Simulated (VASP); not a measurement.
Level of theory: PBE GGA, VASP's PBE PAW potentials (set 64) (plane waves; VASP).

VASP ran on this input.

**KPOINTS**
```
Automatic mesh
0
gamma
16 16 16
0 0 0
```

**POSCAR**
```
Mo
1
   -1.5800013705     1.5800013705     1.5800013705
    1.5800013705    -1.5800013705     1.5800013705
    1.5800013705     1.5800013705    -1.5800013705
Mo
1
Direct
  0.0000000000   0.0000000000   0.0000000000
```

**INCAR**
```
# general
SYSTEM  = Mo
PREC    = Accurate
ENCUT   = 480
LREAL   = .False.
LASPH   = .True.

# electronic loop
EDIFF   = 1E-7
NELM    = 100
ALGO    = Normal
LMAXMIX = 4

# smearing
ISMEAR  = 1
SIGMA   = 0.1

# functional
GGA     = PE

# ions
IBRION  = 2
NSW     = 40
ISIF    = 3
EDIFFG  = -0.01
PSTRESS = 300

# output
LWAVE   = .False.
LCHARG  = .False.
```

POTCAR, in this order: Mo_sv (PBE.64 set). Program: vasp_std.

Energy and stress use the plane-wave basis of the starting cell.

Q: Predict the energy per atom (σ→0), volume per atom, band gap (on the k-mesh).

A: 
```
Item                                                        Result
------------------------  ----------------------------------------
energy per atom (σ→0)                              -10.817 eV/atom
band gap (on the k-mesh)  none (metal, semimetal or under 0.01 eV)
volume per atom                                      14.38 Å³/atom
```

File OSZICAR:
```
...
DAV:   1    -0.108206392469E+02    0.86197E-02   -0.94506E-02  3346   0.445E+00    0.773E-01
DAV:   2    -0.108172667710E+02    0.33725E-02   -0.67850E-03  3322   0.107E+00    0.131E-01
DAV:   3    -0.108169826013E+02    0.28417E-03   -0.11570E-03  3438   0.431E-01    0.116E-01
DAV:   4    -0.108170178267E+02   -0.35225E-04   -0.18763E-05  3356   0.522E-02    0.497E-03
DAV:   5    -0.108170179069E+02   -0.80113E-07   -0.18523E-06  3532   0.170E-02    0.102E-03
DAV:   6    -0.108170176576E+02    0.24921E-06   -0.19112E-08  1821   0.205E-03    0.355E-04
DAV:   7    -0.108170176487E+02    0.89378E-08   -0.40465E-09  1625   0.896E-04
   5 F= -.81237807E+01 E0= -.81237472E+01  d E =-.137855E+00
```

The compound is Mo in the bcc structure. This run relaxes it under an external pressure of 30 GPa. Symmetry was kept, so distortions that lower it aren't found.
